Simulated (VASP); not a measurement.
**Se: relaxation of cell and atoms with LDA**

Crystal: Se.

```
Se
1.0
     1.92500    1.11140    0.88167
    -1.92500    1.11140    0.88167
     0.00000   -2.22280    0.88167
Se
1
Direct
  0.00000 0.00000 0.00000
```

This isn't the form of Se at room conditions, which is trigonal, of chains.

```
Program                : VASP 6.6.1
Task                   : relaxation of cell and atoms
Functional             : LDA
Potentials or basis    : VASP PAW LDA potentials, release 64 (Se)
Cutoff                 : 520 eV
k mesh                 : 21 × 21 × 21
Occupations            : gaussian, width 0.1 eV
Spin                   : no spin polarisation
Target pressure        : 125 GPa
Further INCAR settings : ALGO = Normal; EDIFF = 1e-07; IBRION = 2; EDIFFG = -0.002; NSW = 80; ISIF = 3
Target pressure        : 125 GPa
```

```
Relaxed volume                                         : 11.81 Å³/atom
Relaxed cell                                           : a = 2.417 Å, b = 2.417 Å, c = 2.417 Å, α = 106.86°, β = 106.86°, γ = 106.86°
Space group after relaxing (to 0.05 Å)                 : R-3m (No. 166)
Energy change on relaxing (the enthalpy is what falls) : -418.4 meV/atom
Ionic steps                                            : 13
Pressure after relaxing                                : 125.0 GPa
Band gap on the k mesh                                 : none (metal or under the smearing width)
```

Step by step:
```
step  energy change (eV)  largest force (eV/Å)  pressure (GPa)  volume (Å³)
   1              0.0000                0.0000          148.70        11.32
   2             -1.6831                0.0000           49.49        14.29
   3             -0.4466                0.0000          122.78        11.85
   4             -0.4094                0.0000          124.93        11.80
   5             -0.4018                0.0000          125.37        11.79
   6             -0.4034                0.0000          125.34        11.79
   7             -0.4080                0.0000          125.28        11.80
   8             -0.4162                0.0000          125.33        11.81
   9             -0.4120                0.0000          125.26        11.80
  10             -0.4142                0.0000          125.29        11.80
  11             -0.4137                0.0000          125.28        11.80
  12             -0.4676                0.0000          122.12        11.87
  13             -0.4184                0.0000          125.00        11.81
```

Final structure:
```yaml
crystal:
  lattice:
    - [1.94155, 1.12095, 0.90434]
    - [-1.94155, 1.12095, 0.90434]
    - [0.00000, -2.24191, 0.90434]
  atoms:
    - { symbol: Se, position: [0.00000, 0.00000, 0.00000] }
```

Levels at points of the mesh, in eV from the Fermi level:
| k point | band 1 | band 2 | band 3 | band 4 | band 5 | band 6 | band 7 |
| --- | --- | --- | --- | --- | --- | --- | --- |
| (0.00, 0.00, 0.00) | -22.99 | 4.84 | 7.15 | 7.15 | 12.05 | 12.05 | 14.64 |

Wall time 4.8 min on 1 thread of Intel(R) Xeon(R) Platinum 8259CL CPU @ 2.50GHz (Skylake/Cascade Lake), with other jobs on the host, peak memory 0.18 GiB.

Caveat: the cell is relaxed towards a set pressure, so the enthalpy falls and the energy may rise.
